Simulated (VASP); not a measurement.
Consider the following.

```xyz
1
Lattice="-1.5239 1.5239 1.5239 1.5239 -1.5239 1.5239 1.5239 1.5239 -1.5239" Properties=species:S:1:pos:R:3 pbc="T T T"
Ir     0.0000     0.0000     0.0000
```

The numbers are results of PBEsol GGA, VASP's PBE PAW potentials (set 64) (plane waves; VASP), not measurements. Run with 400 eV cut-off, 15×15×15 Γ-centred mesh, first-order Methfessel-Paxton smearing of 0.10 eV, potentials Ir.

Energy and stress use the plane-wave basis of the starting cell.

**Question.** The ions, cell shape and volume are relaxed. Predict the relaxed structure.

**Answer.** 
```xyz
1
Lattice="-1.5395 1.5395 1.5395 1.5395 -1.5395 1.5395 1.5395 1.5395 -1.5395" Properties=species:S:1:pos:R:3 pbc="T T T"
Ir     0.0000     0.0000     0.0000
```
Space group Im-3m (229), at a tolerance of 0.03 Å.

**Question.** How do energy and volume change from the first to the last step?

**Answer.** The energy (σ→0) changes by -15.0 meV/atom and the volume by +3.1 %, in 4 ionic steps.

The structure was generated: Ir was put into the bcc type (Im-3m), which need not be its known phase. This run relaxes it. Symmetry was kept, so distortions that lower it aren't found.
